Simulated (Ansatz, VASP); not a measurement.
**HfC: VASP beside Ansatz**

Aim: how closely do two programs agree when they are given the same cell, functional and k mesh? The cell is taken from a series of runs on this material, whose earlier steps may have relaxed, scaled, displaced or heated it; both programs get it as it stands.

Program: Ansatz 0.2.0. Level of theory: plane waves, with VASP 6.6.1 beside it; zone-centre phonons at LDA. Results are calculated unless marked as measured.

### Step 1. The structure

Symmetry: R-3m, No. 166, trigonal system. Conventional cell: a = 3.363 Å, b = 3.363 Å, c = 7.740 Å, α = 90.00°, β = 90.00°, γ = 120.00°. C has 6 Hf at 2.33 Å nearest. Hf has 6 C at 2.33 Å nearest. Farther neighbours are not listed.

### Step 2. Ansatz: zone-centre phonons, LDA

Ansatz runs on its PAW soft_1 files.

Second derivatives magnify differences that forces hide, and they need a tight electronic threshold.

File input.yaml:

```yaml
crystal:
  lattice:
    - [-0.0957413508, 2.2820861519, 2.2820861519]
    - [2.2820861519, -0.0957413508, 2.2820861519]
    - [2.2820861519, 2.2820861519, -0.0957413508]
  atoms:
    - { symbol: C, position: [0.0, 0.0, 0.0] }
    - { symbol: Hf, position: [0.5, 0.5, 0.5] }
kpoints:
  mp_grid: { grid: [16, 16, 16] }
hamiltonian:
  xc: lda
  pseudopotentials: { kind: paw, azcp: { folder: soft_1 }, xc_functional: pbe }
scf:
  occupations: { method: methfessel_paxton, width: 0.2 }
output:
  eigenvalues: true
phonons:
  method: dfpt
```

Launch:

```bash
$ ansatz run input.yaml --threads 4 --pin off --max-ram 10240MiB --backend cpu --events-out ev --progress --plain --runs-dir out
```

Numbers of over 12 decimals in the logs are rounded to 6 here.

What it wrote:

```text
Engine: ansatz 0.2.0, aarch64-unknown-linux-gnu
Pseudopotentials: kind: paw
Pseudopotential: C, paw, valence charge 4, recommended cutoff 420 eV (normal), soft_1/C.paw.azcp
Pseudopotential: Hf, paw, valence charge 26, recommended cutoff 420 eV (normal), soft_1/Hf.paw.azcp
Functional definition: SPW92
  exchange = slater_x
  correlation = pw_c
Crystal: 2 atoms, lattice volume = 25.265 Å³
Basis set: ecut = 420 eV, 513 PW (Γ), exchange–correlation on 48×48×48 points (8 copies of the dense FFT grid, shifted against one another)
Bands: 19, of which v1, the nominal top of the filled ones, is band 15 counted from 1 (14 counted from 0)
Symmetry: 12 space group operations
k-points: 1098 of 4096 (irreducible under 2 space group operations, time reversal used)
Non-local potential: C, projectors of the file, l = 0: 2, l = 1: 2, l = 2: 1
Non-local potential: Hf, projectors of the file, l = 0: 3, l = 1: 2, l = 2: 2, l = 3: 3
PAW form: soft (Blöchl's): semilocal exchange-correlation on the pseudo side does not see the compensation charge
PAW frozen core: C, regenerated for the run's functional, and the local potential with it (the file was generated under x = pbe(κ = 0.804, μ = 0.219515), c = pbe(β = 0.066725))
PAW frozen core: Hf, regenerated for the run's functional, and the local potential with it (the file was generated under x = pbe(κ = 0.804, μ = 0.219515), c = pbe(β = 0.066725))
PAW one-centre angular grid: C, 110 points (default); XC on 64 Gauss nodes
PAW one-centre angular grid: Hf, 590 points (default); XC on 64 Gauss nodes
Initial density: superposition of atomic densities (chi_scale 0.1, normalization cell, long waves kept (reshape's long-wave potential 0.00 eV rms))
Initial wavefunctions: pseudopotential atomic-orbital guess
Functional: x = slater, c = lda
SCF iter   1: F=—  HF=-15722.985012 eV  |F-HF|=—  |Δ(HF+E_count)|=         —  Δρ=8.56e-2  dr2=2.58e0  ethr=3.10e-3  ⟨swp⟩=4.7  Hψ=87162  notcnv=0
preconditioner: auto → Kerker (q_TF=auto, 2.808 Å⁻¹)  [metal: Δε(μ)=0.013 eV  Ē_g=17.598 eV  σ=0.200 eV  W_gap=0.06  n_scr=14 (ndim 8)  ℏωp=39.1 eV  f_vac=0.000  D(μ)=0.17/eV (n_scr^D=0)]
SCF iter   2: F=—  HF=-15722.451288 eV  |F-HF|=—  |Δ(HF+E_count)|=   5.34e-1  S|Δr|=    0.00e0  Δρ=3.10e-2  dr2=2.36e-1  ethr=3.10e-3  ⟨swp⟩=2.1  Hψ=35870  notcnv=0
SCF iter   3: F=—  HF=-15722.398608 eV  |F-HF|=—  |Δ(HF+E_count)|=   5.27e-2  S|Δr|=    0.00e0  Δρ=1.40e-2  dr2=3.15e-2  ethr=7.87e-4  ⟨swp⟩=2.0  Hψ=36098  notcnv=0
SCF iter   4: F=—  HF=-15722.390570 eV  |F-HF|=—  |Δ(HF+E_count)|=   8.04e-3  S|Δr|=    0.00e0  Δρ=7.64e-3  dr2=7.34e-3  ethr=1.05e-4  ⟨swp⟩=2.0  Hψ=36887  notcnv=0
SCF iter   5: F=—  HF=-15722.389747 eV  |F-HF|=—  |Δ(HF+E_count)|=   8.23e-4  S|Δr|=    0.00e0  Δρ=1.54e-3  dr2=3.13e-4  ethr=2.45e-5  ⟨swp⟩=2.1  Hψ=31376  notcnv=0
SCF iter   6: F=—  HF=-15722.389666 eV  |F-HF|=—  |Δ(HF+E_count)|=   8.05e-5  S|Δr|=    0.00e0  Δρ=2.70e-4  dr2=1.86e-5  ethr=1.04e-6  ⟨swp⟩=2.9  Hψ=37280  notcnv=0
SCF iter   7: F=—  HF=-15722.389670 eV  |F-HF|=—  |Δ(HF+E_count)|=   4.35e-6  S|Δr|=    0.00e0  Δρ=7.36e-5  dr2=1.06e-6  ethr=6.19e-8  ⟨swp⟩=2.1  Hψ=37549  notcnv=0
SCF iter   8: F=—  HF=-15722.389671 eV  |F-HF|=—  |Δ(HF+E_count)|=   6.98e-7  S|Δr|=    0.00e0  Δρ=1.45e-5  dr2=2.89e-8  ethr=3.53e-9  ⟨swp⟩=2.4  Hψ=38817  notcnv=0
SCF iter   9: F=—  HF=-15722.389671 eV  |F-HF|=—  |Δ(HF+E_count)|=   1.25e-8  S|Δr|=    0.00e0  Δρ=2.80e-6  dr2=1.04e-9  ethr=9.62e-11  ⟨swp⟩=2.5  Hψ=37287  notcnv=0
SCF iter  10: F=—  HF=-15722.389671 eV  |F-HF|=—  |Δ(HF+E_count)|=   2.10e-9  S|Δr|=    0.00e0  Δρ=4.09e-7  dr2=3.67e-11  ethr=3.48e-12  ⟨swp⟩=2.9  Hψ=41165  notcnv=0
SCF iter  11: F=-15722.389671 eV  HF=-15722.389671 eV  |F-HF|=7.28e-12  |Δ(HF+E_count)|=  2.00e-11  S|Δr|=    0.00e0  Δρ=5.36e-8  dr2=5.42e-13  ethr=1.00e-12  ⟨swp⟩=6.9  Hψ=115503  notcnv=0
SCF 1 converged in 11 iterations: F = -15722.389671 eV  dr2 = 5.42e-13
  greatest PAW one-centre occupation: 0.998 electrons in one spin orbital (limit 2), on the Hf atom at site 1 (counted from 0), in its partial waves of l = 3
DFPT response loops at Γ: preconditioner auto → Kerker (q_TF=auto, 2.808 Å⁻¹) (partly filled bands, converged f_vac=0.000); β = 1.00, the filter's whole step (`scf.mixing.beta` (0.50) is not read by the response loops under this deck's `scf.mixing.preconditioner`; to damp them name `kerker` or `kerker_dos`, under which they read `scf.mixing.beta`, and type it under 1.00, their step now; both keys bind the ground state too); Broyden in place of MSR1
SCF converged after 11 iterations
Stability not checked: this state was not tested for a lower state beside it, because cold or Methfessel-Paxton smearing, or corrected tetrahedra, fill the levels in a way that the test cannot read (fill_not_monotonic; see scf.lower_state_search)
Free energy (F): -15722.389671 eV
Harris-Foulkes:  -15722.389671 eV  (|F-HF|=7.28e-12)
Internal energy: -15722.390684 eV  (E = F + TS)
E sigma→0 (E₀):  -15722.389924 eV
Entropy (-TS):   0.001013 eV (0.507 meV/atom)
Fermi energy:    18.174613 eV
--- Per-component energies (eV) ---
  E_band       = 51.352858
  E_kinetic    = 492.823501
  E_local      = -6258.330696  (includes V_loc(G=0)·N_el)
  E_nonlocal   = 98.918717
  E_hartree    = 3054.028219
  E_xc         = -311.437765
  E_vxc        = -313.261671  (∫ρ·V_xc dr)
  E_paw        = -7547.566054  (= ΣΔE_a)
  E_vpaw       = -76.853502  (= ΣTr[D̂ρ^β])
  E_aug_tail   = 0.000094  (compensation charges beyond the density's cutoff)
  E_ewald      = -5253.346621
  E_core_change = 2.519920  (= ΣΔE_core)
  E_smearing   = 0.001013  (= −TS)
  E_closure    = -0.000000  (closes the sum)
  Σ components = -15722.389671   (vs F -15722.389671, Δ=0.00e0)
--- Band table (eV; the first three rows and the last of 1098) ---
  k-point 0: bands = [... 11 lower, 7.0656, 19.0749, 19.0749, 19.0766, 19.0766, 19.4459, 19.9533, 21.4615]
  k-point 1: bands = [... 11 lower, 7.0653, 18.2246, 18.4482, 18.9070, 19.4241, 19.7220, 20.1826, 21.9314]
  k-point 2: bands = [... 11 lower, 7.0655, 17.1992, 17.6558, 18.1417, 19.7475, 20.1373, 20.5545, 22.9628]
  k-point 1097: bands = [... 11 lower, 10.1068, 12.0862, 14.7722, 14.7722, 23.6110, 23.6110, 23.9424, 24.4411]
--- Phonons (Γ-DFPT): 2 representative perturbations + reference, on 1098 of 4096 k-points (Σ response iterations 7) ---
  k mesh reduced under 2 symmetry operations, with k and −k counted as one. Each operation leaves every solved perturbation unchanged. A smaller set is not used because it would not reduce the number of displacements times k-points to solve
  ASR residual: 9.413e-6 → 0.000e0 eV/Å²; symmetrization residual: 4.993e-7 eV/Å²
  ASR residual per site (eV/Å²): 9.41e-6 4.32e-6
  Γ frequencies (cm⁻¹): 0.00 0.00 0.00 373.52 421.11 421.11
  non-analytic LO–TO correction: not included (Born effective charges unavailable; polar crystals: no LO–TO splitting at Γ)
```

### Step 3. VASP: zone-centre phonons, LDA

The same cell, functional (in two slightly different forms), mesh and smearing now go to VASP, with its own data sets.

Lines of VASP's logs that name or quote its potential files are left out, and so is its time.

File INCAR:

```
SYSTEM = HfC
PREC = Accurate
ENCUT = 600
EDIFF = 1E-08
NELM = 120
ISMEAR = 1
SIGMA = 0.2
LREAL = .FALSE.
ALGO = Normal
GGA = PW92
NBANDS = 13
LASPH = .TRUE.
LORBIT = 11
LWAVE = .FALSE.
LCHARG = .FALSE.
ISIF = 2
IBRION = 8
GGA_COMPAT = .FALSE.
KPAR = 2
```

File POSCAR:

```
HfC
1.0
   -0.0957413508      2.2820861519      2.2820861519
    2.2820861519     -0.0957413508      2.2820861519
    2.2820861519      2.2820861519     -0.0957413508
C Hf
1 1
Direct
    0.0000000000      0.0000000000      0.0000000000
    0.5000000000      0.5000000000      0.5000000000
```

File KPOINTS:

```
Automatic mesh
0
Gamma
16 16 16
0 0 0
```

Potentials, in the order of the species: C and Hf_pv (LDA family, release 64).

Launch:

```bash
$ mpirun -np 2 vasp_std
```

What it wrote:

```text
[banner, memory and clock lines left out]
running    2 mpi-ranks, on    1 nodes
 distrk:  each k-point on    1 cores,    2 groups
 distr:  one band on    1 cores,    1 groups

 POSCAR found type information on POSCAR C Hf
 POSCAR found :  2 types and       2 ions
|                                                                             |
|               ----> ADVICE to this user running VASP <----                  |
|                                                                             |
|     You enforced a specific xc type in the INCAR file but a different       |
|     [... a line on the potential file left out ...]
|     I HOPE YOU KNOW WHAT YOU ARE DOING!                                     |
|                                                                             |

 LDA part: xc-table for (Slater(with rela. corr.)+PW92), standard interpolation
 POSCAR, INCAR and KPOINTS ok, starting setup
 FFT: planning ... GRIDC
 FFT: planning ... GRID_SOFT
 FFT: planning ... GRID
 WAVECAR not read
 entering main loop
       N       E                     dE             d eps       ncg     rms          rms(c)
DAV:   1     0.241546200676E+02    0.24155E+02   -0.85290E+03 10858   0.118E+03
DAV:   2    -0.241482076643E+02   -0.48303E+02   -0.45091E+02 13753   0.219E+02
DAV:   3    -0.259499901614E+02   -0.18018E+01   -0.17887E+01 13605   0.300E+01
DAV:   4    -0.259611056246E+02   -0.11115E-01   -0.11114E-01 12151   0.282E+00
DAV:   5    -0.259611900970E+02   -0.84472E-04   -0.84468E-04 13763   0.224E-01    0.572E+01
DAV:   6    -0.228964436609E+02    0.30647E+01   -0.14515E+01 12582   0.197E+01    0.412E+01
DAV:   7    -0.228011346357E+02    0.95309E-01   -0.71274E-01 12383   0.572E+00    0.252E+01
DAV:   8    -0.227841349746E+02    0.17000E-01   -0.94110E-02 13277   0.230E+00    0.668E+00
DAV:   9    -0.227753238772E+02    0.88111E-02   -0.38782E-02 12947   0.105E+00    0.197E+00
DAV:  10    -0.227747892201E+02    0.53466E-03   -0.22369E-03 12879   0.338E-01    0.608E-02
DAV:  11    -0.227747871291E+02    0.20910E-05   -0.98869E-05 13127   0.873E-02    0.665E-02
DAV:  12    -0.227747868828E+02    0.24627E-06   -0.25596E-06 13557   0.131E-02    0.359E-02
DAV:  13    -0.227747865147E+02    0.36814E-06   -0.90050E-07 13307   0.509E-03    0.198E-03
DAV:  14    -0.227747865128E+02    0.18510E-08   -0.39430E-08 12532   0.166E-03
   1 F= -.22774787E+02 E0= -.22775129E+02  d E =0.102685E-02
 Linear response reoptimize wavefunctions to high precision
DAV:   1    -0.227747865125E+02    0.34629E-09   -0.77284E-10  9530   0.263E-04
DAV:   2    -0.227747865125E+02    0.29559E-11   -0.95294E-11  6636   0.920E-05
 Linear response DOF=           2
 Linear response progress:
  Degree of freedom:   1/  2
       N       E                     dE             d eps       ncg     rms          rms(c)
RMM:   1    -0.121914537926E+00   -0.12191E+00    0.25470E-02 63230   0.190E+00
RMM:   2    -0.117742932135E+00    0.41716E-02   -0.34063E-03 45739   0.354E-01    0.414E-01
RMM:   3    -0.118084808341E+00   -0.34188E-03   -0.67233E-04 42205   0.147E-01    0.213E-01
RMM:   4    -0.118988596011E+00   -0.90379E-03   -0.40697E-04 42979   0.110E-01    0.356E-02
RMM:   5    -0.118982128922E+00    0.64671E-05   -0.11291E-05 47425   0.246E-02    0.106E-02
RMM:   6    -0.118981060284E+00    0.10686E-05   -0.45917E-07 51219   0.437E-03    0.516E-03
RMM:   7    -0.118969577758E+00    0.11483E-04   -0.99887E-08 50239   0.209E-03    0.315E-03
RMM:   8    -0.118973650169E+00   -0.40724E-05   -0.16589E-08 51838   0.800E-04    0.320E-04
RMM:   9    -0.118972787790E+00    0.86238E-06    0.30353E-10 55541   0.165E-04    0.264E-04
RMM:  10    -0.118972790442E+00   -0.26521E-08    0.87921E-10 55857   0.398E-05    0.654E-05
 first order change of Fermi-energy  -0.49810E-03
 force on displaced ion       1 direction 1 :  -6.758   0.535   0.535
 Linear response progress:
  Degree of freedom:   2/  2
       N       E                     dE             d eps       ncg     rms          rms(c)
RMM:   1    -0.213312859001E+00   -0.21331E+00    0.37010E+00 31444   0.118E+01
RMM:   2    -0.210520782620E+00    0.27921E-02   -0.30844E-02 43997   0.128E+00    0.539E-01
RMM:   3    -0.209866451146E+00    0.65433E-03   -0.10153E-03 55564   0.152E-01    0.207E-01
RMM:   4    -0.209418305416E+00    0.44815E-03   -0.81868E-05 60513   0.509E-02    0.138E-01
RMM:   5    -0.208995155834E+00    0.42315E-03   -0.31600E-05 60048   0.360E-02    0.138E-02
RMM:   6    -0.208985703351E+00    0.94525E-05   -0.27630E-06 60773   0.993E-03    0.538E-03
RMM:   7    -0.208998006224E+00   -0.12303E-04   -0.11527E-06 63789   0.277E-03    0.597E-03
RMM:   8    -0.208999384512E+00   -0.13783E-05   -0.38334E-06 63731   0.641E-04    0.833E-04
RMM:   9    -0.208999588187E+00   -0.20367E-06   -0.25241E-06 67676   0.259E-04    0.478E-05
RMM:  10    -0.208999821569E+00   -0.23338E-06   -0.14932E-06 65189   0.882E-05    0.853E-05
RMM:  11    -0.208999868151E+00   -0.46582E-07   -0.76533E-07 69777   0.365E-05    0.992E-05
RMM:  12    -0.208999880993E+00   -0.12842E-07   -0.40501E-07 63940   0.177E-05    0.361E-05
RMM:  13    -0.208999892367E+00   -0.11374E-07   -0.22177E-07 58996   0.104E-05    0.422E-06
RMM:  14    -0.208999890700E+00    0.16669E-08   -0.12653E-07 47078   0.696E-06    0.761E-06
RMM:  15    -0.208999892986E+00   -0.22853E-08   -0.71364E-08 43983   0.533E-06    0.526E-06
 first order change of Fermi-energy   0.62501E-03
 force on displaced ion       2 direction 1 :  -6.758   0.535   0.535
 Linear response finished
```

Parts of OUTCAR (step 3):

```text
ion  position               nearest neighbor table
   1  0.000  0.000  0.000-   2 2.33   2 2.33   2 2.33   2 2.33   2 2.33   2 2.33
   2  0.500  0.500  0.500-   1 2.33   1 2.33   1 2.33   1 2.33   1 2.33   1 2.33

  LATTYP: Found a trigonal (rhomboedric) cell.
 ALAT       =     3.2287769845
 COS(alpha) =     0.4576438187

 Subroutine GETGRP returns: Found 12 space group operations
 (whereof 12 operations were pure point group operations)

The static configuration has the point symmetry D_3d.

 Found    417 irreducible k-points:

   k-points           NKPTS =    417   k-points in BZ     NKDIM =    417   number of bands    NBANDS=     13

   dimension x,y,z NGX =    28 NGY =   28 NGZ =   28
   dimension x,y,z NGXF=    56 NGYF=   56 NGZF=   56

   ENCUT  =  600.0 eV  44.10 Ry    6.64 a.u.   6.45  6.45  6.45*2*pi/ulx,y,z

   NELECT =      14.0000    total number of electrons

 k-points in reciprocal lattice and weights: Automatic mesh
   0.00000000  0.00000000  0.00000000       0.000
   0.06250000  0.00000000  0.00000000       0.001
   0.12500000  0.00000000  0.00000000       0.001
   0.18750000  0.00000000 -0.00000000       0.001
   0.25000000  0.00000000  0.00000000       0.001
   0.31250000  0.00000000  0.00000000       0.001
   0.37500000  0.00000000 -0.00000000       0.001
   0.43750000 -0.00000000 -0.00000000       0.001
   0.50000000  0.00000000  0.00000000       0.001
[...]
-0.43750000  0.50000000  0.43750000       0.001
   0.50000000  0.50000000  0.50000000       0.000

 average (electrostatic) potential at core
       1 -51.9942       2 -35.8656

  Total       -2.0575149     -2.0575149     -2.0575149      1.0220997      1.0220997      1.0220997
  in kB     -130.4781611   -130.4781611   -130.4781611     64.8168754     64.8168754     64.8168754
  external PRESSURE =    -130.4781611 kB  Pullay stress =       0.0000000 kB

  energy-cutoff  :      600.00
  volume of cell :       25.26
      direct lattice vectors                 reciprocal lattice vectors
    -0.095741351  2.282086152  2.282086152    -0.205770568  0.214781385  0.214781385
     2.282086152 -0.095741351  2.282086152     0.214781385 -0.205770568  0.214781385
     2.282086152  2.282086152 -0.095741351     0.214781385  0.214781385 -0.205770568

 POSITION                                       TOTAL-FORCE (eV/Angst)
 -----------------------------------------------------------------------------------
      0.00000      0.00000      0.00000         0.000000     -0.000000      0.000000
      2.23422      2.23422      2.23422        -0.000000      0.000000     -0.000000
 -----------------------------------------------------------------------------------
    total drift:                                0.000000      0.000000      0.000000

 Eigenvectors and eigenvalues of the dynamical matrix
 ----------------------------------------------------

   1 f  =   12.584797 THz    79.072611 2PiTHz  419.783641 cm-1    52.046515 meV
             X         Y         Z           dx          dy          dz
      0.000000  0.000000  0.000000    -0.714380    0.649972    0.064407
      2.234215  2.234215  2.234215     0.185315   -0.168608   -0.016708

   2 f  =   12.584797 THz    79.072611 2PiTHz  419.783641 cm-1    52.046515 meV
             X         Y         Z           dx          dy          dz
      0.000000  0.000000  0.000000    -0.338076   -0.449633    0.787709
      2.234215  2.234215  2.234215     0.087699    0.116638   -0.204338

   3 f  =   11.114837 THz    69.836577 2PiTHz  370.751038 cm-1    45.967250 meV
             X         Y         Z           dx          dy          dz
      0.000000  0.000000  0.000000    -0.558852   -0.558852   -0.558852
      2.234215  2.234215  2.234215     0.144977    0.144977    0.144977

   4 f/i=    0.000002 THz     0.000011 2PiTHz    0.000058 cm-1     0.000007 meV
             X         Y         Z           dx          dy          dz
      0.000000  0.000000  0.000000    -0.198752    0.142942    0.055810
      2.234215  2.234215  2.234215    -0.766177    0.551032    0.215144

   5 f/i=    0.000002 THz     0.000011 2PiTHz    0.000058 cm-1     0.000007 meV
             X         Y         Z           dx          dy          dz
      0.000000  0.000000  0.000000     0.050305    0.146971   -0.197277
      2.234215  2.234215  2.234215     0.193924    0.566566   -0.760491

   6 f/i=    0.000124 THz     0.000781 2PiTHz    0.004148 cm-1     0.000514 meV
             X         Y         Z           dx          dy          dz
      0.000000  0.000000  0.000000     0.144977    0.144977    0.144977
      2.234215  2.234215  2.234215     0.558851    0.558853    0.558851

 ELASTIC MODULI CONTR FROM IONIC RELAXATION (kBar)
 Direction    XX          YY          ZZ          XY          YZ          ZX
 --------------------------------------------------------------------------------
 XX           0.0000      0.0000      0.0000      0.0000      0.0000      0.0000
 YY           0.0000      0.0000      0.0000      0.0000      0.0000      0.0000
 ZZ           0.0000      0.0000      0.0000      0.0000      0.0000      0.0000
 XY           0.0000      0.0000      0.0000      0.0000      0.0000      0.0000
 YZ           0.0000      0.0000      0.0000      0.0000      0.0000      0.0000
 ZX           0.0000      0.0000      0.0000      0.0000      0.0000      0.0000
 --------------------------------------------------------------------------------
```

### Step 4. Differences

Known differences besides the potentials themselves: the data sets hold 30 valence electrons in Ansatz (on its PAW soft_1 files) and 14 in VASP; the cutoff is 420 eV in Ansatz and 600 eV in VASP; VASP's log shows a relativistic correction to its local exchange, Ansatz's none. Total energies have different zeros and are not compared.

Both answers:

| quantity | Ansatz | VASP | difference |
| --- | --- | --- | --- |
| optical mode 1 (cm⁻¹) | 373.5 | 370.8 | +0.75 % |
| optical mode 2 to 3 (cm⁻¹) | 421.1 | 419.8 | +0.32 % |

Modes are paired by rising frequency, not by their patterns, so a pair may set unlike modes beside each other; they are those without the splitting of longitudinal modes.

### Step 5. Summary of results

```json
{"r.m.s. difference of the optical zone-centre modes, each program's sorted by frequency (zone-centre phonons, LDA)": "1.9 cm⁻¹", "difference in optical mode 1 (zone-centre phonons, LDA)": "+0.7 %"}
```

**Reading.** The r.m.s. difference of the optical zone-centre modes, each program's sorted by frequency is 1.9 cm⁻¹ (zone-centre phonons, LDA). The data sets hold unlike numbers of valence electrons (30 in Ansatz and 14 in VASP), so part of the differences comes from the potentials. Among the rows given in per cent, the largest difference of the zone-centre phonons, LDA pair is in optical mode 1, +0.7 %. How closely two codes agree says nothing of how well the functional describes the real material.

[Lines on the potential files, build, host, timing and source positions are cut from VASP's logs without a mark.]

[Logs are printed without paths, hosts, clocks, repeated set-up lines and the standing remarks that a program may print on its own settings, such as how far it seeks lower states.]

[Hosts, paths, dates, database ids (printed as entryN), source tags and the programs' standing remarks are cut or masked in the printed files.]
